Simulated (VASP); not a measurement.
VASP runs on FeAl (CsCl type) share one base input (PBE GGA, plane waves, VASP's PBE PAW potentials (set 64)) and change the settings named in each case.

INCAR:
```
SIGMA=0.1   # width (eV)
NELM=100   # most electronic steps
LMAXMIX=4   # l cut-off of mixed one-centre charges
SYSTEM=FeAl
ENCUT=400   # plane-wave cut-off (eV)
PREC=Accurate
GGA=PE
LWAVE=.False.
ALGO=Normal
LREAL=.False.
LCHARG=.False.
EDIFF=1E-6
ISIF=2
LASPH=.True.   # aspherical one-centre terms
ISMEAR=1   # Methfessel-Paxton
```

**POSCAR**
```
FeAl
1
    2.9100000000     0.0000000000     0.0000000000
    0.0000000000     2.9100000000     0.0000000000
    0.0000000000     0.0000000000     2.9100000000
Al Fe
1 1
Direct
  0.5000000000   0.5000000000   0.5000000000
  0.0000000000   0.0000000000   0.0000000000
```

KPOINTS:
```
Automatic mesh
0
Gamma
11 11 11
0 0 0
```

POTCAR, in this order: Al Fe (PBE.64 set). Program: vasp_std.

| change | E(σ→0) (eV/atom) | pressure (GPa) | −TS (eV) |
|---|---|---|---|
| base run | -6.2927 | -7.29 | 0.0001 |
| GGA = RP | -5.8974 | ___ | 0.0002 |
| GGA = 91 | -6.2617 | -7.28 | 0.0001 |
| GGA = PS | -6.8160 | -12.30 | 0.0000 |
| GGA = RE | -5.9804 | -4.64 | 0.0002 |
| GGA removed, LMIXTAU = .TRUE., METAGGA = R2SCAN | -10.6072 | -12.30 | 0.0005 |
| GGA = AM | -6.6605 | -12.46 | 0.0000 |

Q: Fill in the missing entries.

A: 
- GGA = RP, pressure (GPa): -3.71

Energies of different potentials or functionals have different zeros.

Left out are runs that ran out of time, are held back, or changed the cell or the kind of run, fixed moments of cells without a moment, rows past the twelfth, gaps on odd meshes, pressures of charged cells and columns that move by less than the noise.

The compound is FeAl in the CsCl type structure. The cell was not relaxed at this level. The run is not spin-polarised, so no magnetic state was tried. The electron count is odd and the run is not spin-polarised, which forces a metal.
